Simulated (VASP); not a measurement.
A run of VASP 6.6.1:

INCAR

```
SYSTEM = Na2LiTlBr6
PREC     = Accurate       ! precision mode
ENCUT    = 520            ! plane-wave cutoff, eV
EDIFF    = 1E-6           ! SCF threshold, eV
ISMEAR   = 0              ! smearing method
SIGMA    = 0.01           ! smearing width, eV
LREAL    = .FALSE.        ! projectors in reciprocal space
LASPH    = .TRUE.         ! aspherical terms in the spheres
NELM     = 100            ! most SCF steps
ALGO     = Normal         ! electronic algorithm
ISIF     = 2              ! what is computed and relaxed
LWAVE    = .FALSE.        ! write WAVECAR
LCHARG   = .FALSE.        ! write CHGCAR
GGA      = PS             ! functional
NBANDS   = 47             ! bands
```

Contents of KPOINTS:

```
Automatic mesh
0
G
  3 3 3
  0 0 0
```

Contents of POSCAR:

```
Na2LiTlBr6
1.0
    0.0000000000      5.4533170000      5.4533170000
    5.4533170000      0.0000000000      5.4533170000
    5.4533170000      5.4533170000      0.0000000000
Na Li Tl Br
2 1 1 6
Direct
    0.7500000000      0.7500000000      0.7500000000
    0.2500000000      0.2500000000      0.2500000000
    0.5000000000      0.5000000000      0.5000000000
    0.0000000000      0.0000000000      0.0000000000
    0.7468360000      0.2531640000      0.2531640000
    0.2531640000      0.2531640000      0.7468360000
    0.2531640000      0.7468360000      0.7468360000
    0.2531640000      0.7468360000      0.2531640000
    0.7468360000      0.2531640000      0.7468360000
    0.7468360000      0.7468360000      0.2531640000
```

Potentials or basis: VASP PAW PBE potentials, release 64 (Na_pv, Li_sv, Tl_d, Br).

The run is started by

```sh
$ cat potpaw_PBE.64/Na_pv/POTCAR potpaw_PBE.64/Li_sv/POTCAR potpaw_PBE.64/Tl_d/POTCAR potpaw_PBE.64/Br/POTCAR > POTCAR
$ mpirun -np 1 vasp_std > vasp.out
```

Hardware: 1 thread of Intel(R) Xeon(R) Platinum 8559C (Emerald Rapids), on a shared host.

How long does it take, and how much memory?

It took 81 s on 1 thread of Intel(R) Xeon(R) Platinum 8559C (Emerald Rapids), with other jobs on the host, peak memory 0.53 GiB. Counts: scf iterations 14, k points 4.
